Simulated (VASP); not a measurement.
# Pr₃Cd (space group I4/mmm): computed properties

These are PBEsol GGA, VASP's PBE PAW potentials (set 64) (plane waves; VASP 6.6.1) values and carry that method's errors.

For Pr₃Cd, the space group is I4/mmm (139). The cell comes out as a = 4.8400 Å, b = 4.8400 Å, c = 10.0236 Å, α = 90.00°, β = 90.00°, γ = 90.00°. The volume per atom is 29.35 Å³/atom and the band gap (over mesh and band path) is none (metal, semimetal or under 0.01 eV). The band gap with spin-orbit coupling is none (metallic) and the density comes out as 7.57 g/cm³.

```
CdPr3
1.0
   -2.42002     2.42002     5.01178
    2.42002    -2.42002     5.01178
    2.42002     2.42002    -5.01178
Pr Cd
3 1
Cartesian
  0.00000   2.42002   2.50589
  2.42002   0.00000   2.50589
  0.00000   0.00000   5.01178
  2.42002  -2.42002   5.01178
```

The 4f electrons are frozen in the core of the lanthanide potential, so 4f levels, which can set the real gap, and their magnetism are missing.

The structure comes from a computed database's Pr3Cd entry (I4/mmm); how it stands against other phases isn't given here. It was relaxed first, which changed the volume by -6 %. Symmetry was kept, so distortions that lower it aren't found. The electron count is odd and the run is not spin-polarised, which forces a metal.
